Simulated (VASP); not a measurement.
Here is the system:

```yaml
crystal:
  lattice:
    - [3.46675, 0.00000, 0.00000]
    - [-1.73337, 3.00229, 0.00000]
    - [0.00000, 0.00000, 11.41679]
  atoms:
    - { symbol: Na, position: [0.66667, 0.33333, 0.89293] }
    - { symbol: Na, position: [0.33333, 0.66667, 0.39293] }
    - { symbol: Tl, position: [0.33333, 0.66667, 0.11566] }
    - { symbol: Tl, position: [0.66667, 0.33333, 0.61566] }
    - { symbol: O, position: [0.00000, 0.00000, 0.99142] }
    - { symbol: O, position: [0.00000, 0.00000, 0.49142] }
```

Level of theory: PBEsol GGA, VASP's PBE PAW potentials (set 64) (plane waves; VASP). Numerical set-up: 520 eV cut-off, 9×9×3 Γ-centred mesh, Gaussian smearing of 0.010 eV, potentials Na_pv Tl_d O.

The dielectric response may not be converged in the k-mesh; for small gaps it tends to come out too large.

Q: The job: NaTlO (space group P6_3mc), 6 atoms, PBEsol, DFPT for ε, Born charges and Γ modes, 520 eV, 9×9×3 Γ-centred mesh. Roughly how much core time does it take on a busy server core?

A: About 40 core-minutes (one run on a shared machine, a rough figure). It had 24 irreducible k-points, 31 bands, up to 3229 plane waves and 271 electronic steps.

The structure comes from a computed database's NaTlO entry (P6_3mc); how it stands against other phases isn't given here. It was relaxed first.
